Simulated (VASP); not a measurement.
A convergence study with VASP on I (space group Cmce): one setting is varied, all else stays as given below, so the limit is that of these other settings.

```
I
1.0
    2.40218    -3.64590     0.00000
    2.40218     3.64590     0.00000
    0.00000     0.00000     9.81937
I
4
Direct
  0.84600   0.84600   0.88300
  0.65400   0.65400   0.38300
  0.34600   0.34600   0.61700
  0.15400   0.15400   0.11700
```

The numbers are results of PBE GGA, VASP's PBE PAW potentials (set 64) (plane waves; VASP), not measurements. The tightest run used: 300 eV cut-off, 10×10×4 Γ-centred mesh, Gaussian smearing of 0.010 eV, potentials I.

Q: The settings run are 2×2×1 mesh; 3×3×1 mesh; 4×4×2 mesh; 5×5×2 mesh; 6×6×3 mesh; 8×8×4 mesh; 10×10×4 mesh. From which on does the mean ε∞ stay within 0.1  of the tightest run?

A: From 6×6×3 mesh on: it is off by 0.03 there and by no more than 0.1 in any finer run, while 5×5×2 mesh is off by 0.15.
```csv
setting,mean ε∞,irreducible k-points,difference judged ()
2×2×1 mesh,5.09,3,3.90
3×3×1 mesh,5.59,4,3.39
4×4×2 mesh,9.84,14,0.86
5×5×2 mesh,9.14,18,0.15
6×6×3 mesh,9.01,26,0.03
8×8×4 mesh,8.97,63,0.01
10×10×4 mesh,8.98,93,0.00
```

Left out are rungs that failed or repeat a setting and relaxations that didn't move; long series are thinned to 24 rows.

The structure is a typed I crystal (space group no. 64). The cell was not relaxed at this level, forces remain on its atoms.
